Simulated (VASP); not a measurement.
# KB3H8 (Cmcm) in VASP: single point with PBE

Aim: the single point of KB3H8 with PBE.

Everything below comes from runs of VASP 6.6.1. Logs are shortened: lines on timing, memory, paths and dates and some standing lists are left out, and cuts for length are marked.

**1. The crystal as given**

The structure is orthorhombic, space group Cmcm (No. 63). The conventional cell has a = 7.426 Å, b = 8.081 Å, c = 8.196 Å, α = 90.00°, β = 90.00°, γ = 90.00°. K (site symmetry m2m) is surrounded by 18 H at 2.96 to 3.31 Å and 4 B at 3.23 to 3.24 Å. Around B (site symmetry m) lie 3 H at 1.21 to 1.27 Å. B (site symmetry m2m) has 2 H at 1.21 Å as nearest neighbours. H (site symmetry 1) has 1 B at 1.21 Å as nearest neighbours. H (site symmetry m) is surrounded by 1 B at 1.27 Å. H (site symmetry m) has 1 B at 1.21 Å as nearest neighbours.

**2. Single point, PBE**

Input file INCAR:

```
ALGO = Fast
EDIFF = 1E-7
ENCUT = 520
GGA = PE
ISIF = 2
ISMEAR = -1
LASPH = True
LCHARG = False
LREAL = Auto
LWAVE = False
NBANDS = 44
NELM = 100
PREC = Accurate
SIGMA = 0.05
```

Input file KPOINTS:

```
k-points
0
Gamma
  5 5 3
```

Input file POSCAR:

```
KB3H8
1.0
    3.7128150000     -4.0404300000      0.0000000000
    3.7128150000      4.0404300000      0.0000000000
    0.0000000000      0.0000000000      8.1959500000
K B H
2 6 16
Direct
    0.6654492711      0.3345507289      0.7500000000
    0.3345507289      0.6654492711      0.2500000000
    0.2805490580      0.7194509420      0.6403500816
    0.7194509420      0.2805490580      0.1403500816
    0.7194509420      0.2805490580      0.3596499184
    0.2805490580      0.7194509420      0.8596499184
    0.0911646194      0.9088353806      0.7500000000
    0.9088353806      0.0911646194      0.2500000000
    0.2028975045      0.5206508386      0.5890170516
    0.7971024955      0.4793491614      0.0890170516
    0.5206508386      0.2028975045      0.4109829484
    0.4793491614      0.7971024955      0.9109829484
    0.7971024955      0.4793491614      0.4109829484
    0.2028975045      0.5206508386      0.9109829484
    0.4793491614      0.7971024955      0.5890170516
    0.5206508386      0.2028975045      0.0890170516
    0.1374414195      0.8625585805      0.5769690564
    0.8625585805      0.1374414195      0.0769690564
    0.8625585805      0.1374414195      0.4230309436
    0.1374414195      0.8625585805      0.9230309436
    0.8729302541      0.8531368737      0.7500000000
    0.1270697459      0.1468631263      0.2500000000
    0.8531368737      0.8729302541      0.2500000000
    0.1468631263      0.1270697459      0.7500000000
```

Potentials or basis: VASP PAW PBE potentials, release 64 (K_sv, B, H).

Launch:

```console
$ cat potpaw_PBE.64/K_sv/POTCAR potpaw_PBE.64/B/POTCAR potpaw_PBE.64/H/POTCAR > POTCAR
$ mpirun -np 1 vasp_std > vasp.out
```

OUTCAR:

```text
EDIFF = 1E-7
   ENCUT = 520
   GGA = PE
   ISIF = 2
   ISMEAR = -1
   LASPH = True
   LREAL = Auto
   NELM = 100
   PREC = Accurate

 ion  position               nearest neighbor table
   1  0.665  0.335  0.750-
   2  0.335  0.665  0.250-
   3  0.281  0.719  0.640-   9 1.21  15 1.21  17 1.27   7 1.77   6 1.80
   4  0.719  0.281  0.140-  10 1.21  16 1.21  18 1.27   8 1.77   5 1.80
   5  0.719  0.281  0.360-  11 1.21  13 1.21  19 1.27   8 1.77   4 1.80
   6  0.281  0.719  0.860-  12 1.21  14 1.21  20 1.27   7 1.77   3 1.80
   7  0.091  0.909  0.750-  21 1.21  24 1.21  17 1.47  20 1.47   3 1.77   6 1.77
   8  0.909  0.091  0.250-  22 1.21  23 1.21  18 1.47  19 1.47   4 1.77   5 1.77
   9  0.203  0.521  0.589-   3 1.21
  10  0.797  0.479  0.089-   4 1.21
  11  0.521  0.203  0.411-   5 1.21
  12  0.479  0.797  0.911-   6 1.21
  13  0.797  0.479  0.411-   5 1.21
  14  0.203  0.521  0.911-   6 1.21
  15  0.479  0.797  0.589-   3 1.21
  16  0.521  0.203  0.089-   4 1.21
  17  0.137  0.863  0.577-   3 1.27   7 1.47
  18  0.863  0.137  0.077-   4 1.27   8 1.47
  19  0.863  0.137  0.423-   5 1.27   8 1.47
  20  0.137  0.863  0.923-   6 1.27   7 1.47
  21  0.873  0.853  0.750-   7 1.21
  22  0.127  0.147  0.250-   8 1.21
  23  0.853  0.873  0.250-   8 1.21
  24  0.147  0.127  0.750-   7 1.21

  LATTYP: Found a base centered orthorhombic cell.
 ALAT       =     7.4256300000
 B/A-ratio  =     1.0882389777
 C/A-ratio  =     1.1037379993

  Lattice vectors:

 A1 = (   3.7128150000,  -4.0404300000,   0.0000000000)
 A2 = (   3.7128150000,   4.0404300000,   0.0000000000)
 A3 = (   0.0000000000,   0.0000000000,   8.1959500000)

Analysis of symmetry for initial positions (statically):
=====================================================================
 Subroutine PRICEL returns:
 Original cell was already a primitive cell.

 Routine SETGRP: Setting up the symmetry group for a
 base centered orthorhombic supercell.

 Subroutine GETGRP returns: Found  8 space group operations
 (whereof  4 operations were pure point group operations)
 out of a pool of  8 trial point group operations.

The static configuration has the point symmetry C_2h.
 The point group associated with its full space group is D_2h.

Analysis of symmetry for dynamics (positions and initial velocities):
=====================================================================
 Subroutine PRICEL returns:
 Original cell was already a primitive cell.

 Routine SETGRP: Setting up the symmetry group for a
 base centered orthorhombic supercell.

 Subroutine GETGRP returns: Found  8 space group operations
 (whereof  4 operations were pure point group operations)
 out of a pool of  8 trial point group operations.

The dynamic configuration has the point symmetry C_2h.
 The point group associated with its full space group is D_2h.

 Subroutine INISYM returns: Found  8 space group operations
 (whereof  4 operations are pure point group operations),
 and found     1 'primitive' translations

----------------------------------------------------------------------------------------

                                     Primitive cell

  volume of cell :     245.9009

  direct lattice vectors                    reciprocal lattice vectors
     3.712815000 -4.040430000  0.000000000     0.134668708 -0.123749205  0.000000000
     3.712815000  4.040430000  0.000000000     0.134668708  0.123749205  0.000000000
     0.000000000  0.000000000  8.195950000     0.000000000  0.000000000  0.122011481

  length of vectors
     5.487264328  5.487264328  8.195950000     0.182892118  0.182892118  0.122011481

  position of ions in fractional coordinates (direct lattice)
     0.665449271  0.334550729  0.750000000
     0.334550729  0.665449271  0.250000000
     0.280549058  0.719450942  0.640350082
     0.719450942  0.280549058  0.140350082
     0.719450942  0.280549058  0.359649918
     0.280549058  0.719450942  0.859649918
[... 16 lines left out ...]
     0.853136874  0.872930254  0.250000000
     0.146863126  0.127069746  0.750000000

  ion indices of the primitive-cell ions
   primitive index   ion index
                 1           1
                 2           2
                 3           3
                 4           4
                 5           5
                 6           6
[... 16 lines left out ...]
                23          23
                24          24

----------------------------------------------------------------------------------------

 KPOINTS: k-points

Automatic generation of k-mesh.
 Grid dimensions read from file:
 generate k-points for:    5    5    3

 Generating k-lattice:

  Cartesian coordinates                     Fractional coordinates (reciprocal lattice)
     0.026933742 -0.024749841  0.000000000     0.200000000  0.000000000  0.000000000
     0.026933742  0.024749841  0.000000000     0.000000000  0.200000000  0.000000000
     0.000000000  0.000000000  0.040670494     0.000000000  0.000000000  0.333333333

  Length of vectors
     0.036578424  0.036578424  0.040670494

  Shift w.r.t. Gamma in fractional coordinates (k-lattice)
     0.000000000  0.000000000  0.000000000

 Subroutine IBZKPT returns following result:
 ===========================================

 Found     18 irreducible k-points:

 Following reciprocal coordinates:
            Coordinates               Weight
  0.000000  0.000000  0.000000      1.000000
  0.200000  0.000000  0.000000      4.000000
  0.400000  0.000000  0.000000      4.000000
  0.200000  0.200000  0.000000      2.000000
  0.400000  0.200000  0.000000      4.000000
 -0.400000  0.200000  0.000000      4.000000
[... 10 lines left out ...]
  0.400000  0.400000  0.333333      4.000000
 -0.400000  0.400000  0.333333      4.000000
   k-points           NKPTS =     18   k-points in BZ     NKDIM =     18   number of bands    NBANDS=     44
   number of dos      NEDOS =    301   number of ions     NIONS =     24
   total plane-waves  NPLWV = 112896
   dimension x,y,z NGX =    42 NGY =   42 NGZ =   64
   dimension x,y,z NGXF=    84 NGYF=   84 NGZF=  128
   ions per type =               2   6  16
   NGX,Y,Z   is equivalent  to a cutoff of  12.72, 12.72, 12.98 a.u.
   NGXF,Y,Z  is equivalent  to a cutoff of  25.45, 25.45, 25.96 a.u.
 SYSTEM =  unknown system
   PREC   = accura    normal or accurate (medium, high low for compatibility)
   ISTART =      0    job   : 0-new  1-cont  2-samecut
   ICHARG =      2    charge: 1-file 2-atom 10-const
   ISPIN  =      1    spin polarized calculation?
   LNONCOLLINEAR =      F non collinear calculations
   LSORBIT =      F    spin-orbit coupling
   LASPH  =      T    aspherical Exc in radial PAW
   ENCUT  =  520.0 eV  38.22 Ry    6.18 a.u.  10.20 10.20 15.24*2*pi/ulx,y,z
   NELM   =    100;   NELMIN=  2; NELMDL= -5     # of ELM steps
   EDIFF  = 0.1E-06   stopping-criterion for ELM
   LREAL  =      T    real-space projection
   EDIFFG = 0.1E-05   stopping-criterion for IOM
   NSW    =      0    number of steps for IOM
   IBRION =     -1    ionic relax: 0-MD 1-quasi-New 2-CG
   NFREE  =      0    steps in history (QN), initial steepest desc. (CG)
   ISIF   =      2    stress and relaxation
   ISYM   =      2    0-nonsym 1-usesym 2-fastsym
   POTIM  = 0.5000    time-step for ionic-motion
   TEBEG  =    0.0;   TEEND  =   0.0 temperature during run
   PSTRESS=    0.0 pullay stress
   NELECT =      52.0000    total number of electrons
   NUPDOWN=      -1.0000    fix difference up-down
   EMIN   =  10.00;   EMAX   =-10.00  energy-range for DOS
   EFERMI =   0.00;   METHOD = LEGACY
   ISMEAR =    -1;   SIGMA  =   0.05  broadening in eV -4-tet -1-fermi 0-gaus
   EFERMI_NEDOS =   21; number of points for ismear=-14 and -15
   IALGO  =     68    algorithm
   IMIX   =      4    mixing-type and parameters
     AMIX     =   0.40;   BMIX     =  1.00
     AMIX_MAG =   1.60;   BMIX_MAG =  1.00
  volume/ion in A,a.u.               =      10.25        69.14
  Fermi-wavevector in a.u.,A,eV,Ry     =   0.975340  1.843125 12.943051  0.951287
  Thomas-Fermi vector in A             =   2.105871
   LORBIT       =      0    0 simple, 1 ext, 2 COOP (PROOUT), +10 PAW based schemes
   GGA     = PE    functional components
   LHFCALC =     F    Hartree Fock is set to
   AEXX    =    0.0000 exact exchange contribution
   IVDW    =     0    specifies the selected vdW correction
   LEPSILON=     F    determine dielectric tensor
   LRPA    =     F    only Hartree local field effects (RPA)
 non-spin polarized calculation
 RMM-DIIS sequential band-by-band and
  energy-cutoff  :      520.00
  volume of cell :      245.90
 maximum number of plane-waves:      6646
 NGX is ok and might be reduce to    42
   NGX = 21   NGY = 21   NGZ = 31

 number of electron      52.0000000 magnetization

 Free energy of the ion-electron system (eV)
  ---------------------------------------------------
  ext. energy  EPLUGINS =         0.00000000
  ---------------------------------------------------
  free energy    TOTEN  =      -101.94352794 eV

  energy without entropy =     -101.94352794  energy(sigma->0) =     -101.94352794

 E-fermi :  -1.4609     XC(G=0):  -7.5743

 val. band max:       -2.6324200975   @ k =  -0.4000   0.4000   0.0000
 cond. band min:       3.1331395503   @ k =  -0.4000   0.4000   0.3333
 fundamental gap:      5.7655596478
 Fermi energy:        -1.4608573628

 k-point     1 :       0.0000    0.0000    0.0000
  band No.  band energies     occupation
      1     -30.6904      2.00000
      2     -30.6893      2.00000
      3     -14.1980      2.00000
      4     -14.1833      2.00000
      5     -14.1819      2.00000
      6     -14.1808      2.00000
[... 30 lines left out ...]
     37       6.0435      0.00000
     38       6.2550      0.00000

 k-point     2 :       0.2000    0.0000    0.0000
  band No.  band energies     occupation
      1     -30.6903      2.00000
      2     -30.6892      2.00000
      3     -14.1951      2.00000
      4     -14.1934      2.00000
      5     -14.1877      2.00000
      6     -14.1814      2.00000
[... 648 lines left out ...]
 k-point    18 :      -0.4000    0.4000    0.3333
  band No.  band energies     occupation
      1     -30.6897      2.00000
      2     -30.6893      2.00000
      3     -14.2062      2.00000
      4     -14.2042      2.00000
      5     -14.1951      2.00000
      6     -14.1898      2.00000
[... 30 lines left out ...]
     37       6.1192      0.00000
     38       6.2358      0.00000
 [bands above 38 left out]

------------------------ aborting loop because EDIFF is reached ----------------------------------------

  FORCE on cell =-STRESS in cart. coord.  units (eV):
  Direction    XX          YY          ZZ          XY          YZ          ZX
  --------------------------------------------------------------------------------------
  -------------------------------------------------------------------------------------
  Total        0.2202032      0.0556787     -0.1238793      0.0000000      0.0000000      0.0000000
  in kB        1.4347428      0.3627769     -0.8071407      0.0000000      0.0000000      0.0000000
  external PRESSURE =       0.3301263 kB  Pullay stress =       0.0000000 kB

 VOLUME and BASIS-vectors are now :
 -----------------------------------------------------------------------------
  energy-cutoff  :      520.00
  volume of cell :      245.90
      direct lattice vectors                 reciprocal lattice vectors
     3.712815000 -4.040430000  0.000000000     0.134668708 -0.123749205  0.000000000
     3.712815000  4.040430000  0.000000000     0.134668708  0.123749205  0.000000000
     0.000000000  0.000000000  8.195950000     0.000000000  0.000000000  0.122011481

 POSITION                                       TOTAL-FORCE (eV/Angst)
 -----------------------------------------------------------------------------------
      3.71281     -1.33697      6.14696        -0.000000      0.014702      0.000000
      3.71281      1.33697      2.04899        -0.000000     -0.014702      0.000000
      3.71281      1.77335      5.24828        -0.000000      0.002572      0.001047
      3.71281     -1.77335      1.15030        -0.000000     -0.002572      0.001047
      3.71281     -1.77335      2.94767        -0.000000     -0.002572     -0.001047
      3.71281      1.77335      7.04565        -0.000000      0.002572     -0.001047
[... 16 lines left out ...]
      6.40857      0.07997      2.04899        -0.006774     -0.002113      0.000000
      1.01706     -0.07997      6.14696         0.006774      0.002113     -0.000000
 -----------------------------------------------------------------------------------
    total drift:                                0.000000      0.000000      0.000000

  FREE ENERGIE OF THE ION-ELECTRON SYSTEM (eV)
  ---------------------------------------------------
  free  energy   TOTEN  =      -101.9435279396 eV

  energy  without entropy=     -101.9435279396  energy(sigma->0) =     -101.94352794
```

Wall time 8 min (1 thread of Intel Xeon 6975P-C (Granite Rapids), shared host); peak memory 0.41 GiB.

Results:

| Item | Value |
| --- | --- |
| Free energy | -101.9435 eV |
| Pressure | 0.0 GPa |
| Largest force | 0.015 eV/Å |
| Band gap on the k mesh | 5.77 eV, indirect (least direct gap 5.92 eV) |

Forces on the atoms (eV/Å):
```
K    0.000  0.015  0.000
K    0.000 -0.015  0.000
B    0.000  0.003  0.001
B    0.000 -0.003  0.001
B    0.000 -0.003 -0.001
B    0.000  0.003 -0.001
B    0.000 -0.002  0.000
B    0.000  0.002  0.000
H   -0.006 -0.009 -0.001
H    0.006  0.009 -0.001
H   -0.006  0.009  0.001
H    0.006 -0.009  0.001
H    0.006  0.009  0.001
H   -0.006 -0.009  0.001
H    0.006 -0.009 -0.001
H   -0.006  0.009 -0.001
H    0.000  0.005  0.011
H    0.000 -0.005  0.011
H    0.000 -0.005 -0.011
H    0.000  0.005 -0.011
H   -0.007  0.002  0.000
H    0.007 -0.002  0.000
H   -0.007 -0.002  0.000
H    0.007  0.002  0.000
```

Stress tensor (GPa, compression positive):
```
 0.14  0.00  0.00
 0.00  0.04  0.00
 0.00  0.00 -0.08
```

Levels at points of the mesh, in eV from the valence-band top:
```
           k point  band 23  band 24  band 25  band 26  band 27  band 28  band 29  band 30
(0.00, 0.00, 0.00)    -0.82    -0.63    -0.39    -0.20     6.09     6.51     6.60     7.00
```

Caveat: an odd mesh through Γ misses points on the zone boundary, where band edges often lie.
